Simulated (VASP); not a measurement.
```yaml
crystal:
  lattice:
    - [1.49655, -2.59210, 0.00000]
    - [1.49655, 2.59210, 0.00000]
    - [0.00000, 0.00000, 4.72860]
  atoms:
    - { symbol: Ti, position: [0.33333, 0.66667, 0.25000] }
    - { symbol: Ti, position: [0.66667, 0.33333, 0.75000] }
```

All values below come from SCAN meta-GGA, VASP's PBE PAW potentials (set 64) (plane waves; VASP). Run with 520 eV cut-off, 14×14×8 Γ-centred mesh, first-order Methfessel-Paxton smearing of 0.10 eV, potentials Ti_sv.

**Question.** Estimate the energy per atom (σ→0), pressure, band gap (on the k-mesh) with the smallest direct gap where there is one.

**Answer.** 
The band gap (on the k-mesh) is none (metal, semimetal or under 0.01 eV), the energy per atom (σ→0) comes out as -16.012 eV/atom and the pressure comes out as -62.9 kbar.

The absolute energy has meaning only against runs of the same code, potentials and settings.

The compound is Ti in the hcp structure. This cell is one point of a volume scan, at 1.06 of the reference volume.
